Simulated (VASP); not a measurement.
Input for VASP

**KPOINTS**
```
Automatic mesh
0
G
14 14 14
```

INCAR:
```
# general
SYSTEM =Nb
PREC   =Accurate
ENCUT  =400
LREAL  =.False.
LASPH  =.True.   # aspherical one-centre terms

# electronic loop
EDIFF  =1E-6
NELM   =100   # most electronic steps
ALGO   =Normal   # blocked Davidson
LMAXMIX=4   # l cut-off of mixed one-centre charges

# smearing
ISMEAR =1   # Methfessel-Paxton
SIGMA  =0.1   # width (eV)

# functional
GGA    =PS   # PBEsol

# ions
IBRION =2   # conjugate gradients
NSW    =60
ISIF   =3   # ions, shape and volume
EDIFFG =-0.01   # ionic stop

# output
LWAVE  =.False.
LCHARG =.False.
```

POSCAR:
```
Nb
1
   -1.6332446314     1.6332446314     1.6332446314
    1.6332446314    -1.6332446314     1.6332446314
    1.6332446314     1.6332446314    -1.6332446314
Nb
1
Direct
  0.0000000000   0.0000000000   1.0000000000
```

POTCAR, in this order: Nb_sv (PBE.64 set). Program: vasp_std.

Translate this PBEsol calculation to Quantum ESPRESSO's pw.x.

One equivalent input (not run):
```
&CONTROL
  calculation = 'vc-relax'
  pseudo_dir = './pseudo'
  outdir = './out'
  tprnfor = .true.
  tstress = .true.
  nstep = 60
  forc_conv_thr = 0.00039
/
&SYSTEM
  ibrav = 0
  nat = 1
  ntyp = 1
  ecutwfc = 82
  occupations = 'smearing'
  smearing = 'methfessel-paxton'
  degauss = 0.00735
  input_dft = 'pbesol'
/
&ELECTRONS
  conv_thr = 7.3e-08
  electron_maxstep = 100
/
&IONS
/
&CELL
/
ATOMIC_SPECIES
  Nb 92.906 Nb.upf
CELL_PARAMETERS angstrom
    -1.6332446    1.6332446    1.6332446
     1.6332446   -1.6332446    1.6332446
     1.6332446    1.6332446   -1.6332446
ATOMIC_POSITIONS crystal
  Nb   0.0000000  0.0000000  1.0000000
K_POINTS automatic
  14 14 14 0 0 0
```
The two are equivalent in intent, not identical: the potentials are each code's own (VASP's PAW set, PseudoDojo norm-conserving files in pw.x), so ENCUT and ecutwfc are chosen apart and not converted; conv_thr bounds pw.x's estimated SCF error, while EDIFF bounds the energy change between steps; forc_conv_thr acts on force components and is met together with etot_conv_thr.

The compound is Nb in the bcc structure. It was relaxed first. The start is the result of an earlier pass.
